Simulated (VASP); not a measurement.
```
Eu
1.0
   -2.33580     2.33580     2.33580
    2.33580    -2.33580     2.33580
    2.33580     2.33580    -2.33580
Eu
1
Direct
  0.00000   0.00000   0.00000
```

Calculation: PBE GGA, VASP's PBE PAW potentials (set 64) (plane waves; VASP). Run with 400 eV cut-off, 10×10×10 Γ-centred mesh, tetrahedra with Blöchl corrections, potentials Eu_2.

The 4f electrons are frozen in the core of the lanthanide potential, so 4f levels, which can set the real gap, and their magnetism are missing. For a metal the tetrahedron method with Blöchl corrections gives inexact stress and forces.

Task: What does the run give for the energy per atom (σ→0), pressure, band gap (on the k-mesh) with the smallest direct gap where there is one?

Result: 
The band gap (on the k-mesh) is none (metal, semimetal or under 0.01 eV) and the energy per atom (σ→0) comes out as -1.825 eV/atom. The pressure is -1.42 GPa.

Only differences to runs with the same potentials and settings are physical.

The compound is Eu in the bcc structure. The cell was not relaxed at this level. The run is one of a series of settings (ISMEAR = -5, SIGMA removed against the base run), some of them coarse on purpose.
